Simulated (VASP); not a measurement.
Crystal: MgPb2N2.

```
Pb Mg N
1.0
     3.39174    0.00000    0.00000
    -1.69587    2.93734    0.00000
     0.00000    0.00000    9.23496
Pb Mg N
2 1 2
Direct
  0.33333 0.66667 0.71345
  0.66667 0.33333 0.28655
  0.00000 0.00000 0.00000
  0.33333 0.66667 0.13818
  0.66667 0.33333 0.86182
```

The cell comes from a database or a generator and needn't be the stable form of this composition.

```yaml
Program: VASP 6.6.1
Task: single point
Functional: PBE
Potentials_or_basis: VASP PAW PBE potentials, release 64 (Pb_d, Mg, N)
Cutoff: 520 eV
k_mesh: 9 × 9 × 3
Occupations: fermi-dirac, width 0.05 eV
Spin: no spin polarisation
```

On this cell: pressure -0.2 GPa; largest force 0.029 eV/Å; band gap on the k mesh 0.62 eV, direct.

The same run follows on a disturbed copy (atoms moved at random, drawn with an rms of 0.05 Å):

```
Pb Mg N
1.0
     3.39174    0.00000    0.00000
    -1.69587    2.93734    0.00000
     0.00000    0.00000    9.23496
Pb Mg N
2 1 2
Direct
  0.32972 0.66130 0.71659
  0.65432 0.32835 0.28881
  0.00088 0.02502 0.00313
  0.33052 0.65973 0.13455
  0.66428 0.33087 0.85632
```

Q: What changes?

A: The energy moves by +9.8 meV/atom; pressure 0.3 GPa; largest force 0.665 eV/Å; band gap on the k mesh 0.63 eV, indirect (least direct gap 0.64 eV).

Forces on the atoms (eV/Å):
```
Pb  -0.017  0.075 -0.593
Pb   0.085  0.018 -0.331
Mg   0.050 -0.194 -0.173
N   -0.107  0.131  0.433
N   -0.011 -0.031  0.664
```

Stress tensor (GPa, compression positive):
```
0.13 0.01 0.25
0.01 0.29 0.08
0.25 0.08 0.49
```

Caveats: spin-orbit coupling is left out, which as a rule narrows the gap of such compounds by several tenths of an eV; an odd mesh through Γ misses points on the zone boundary, where band edges often lie.
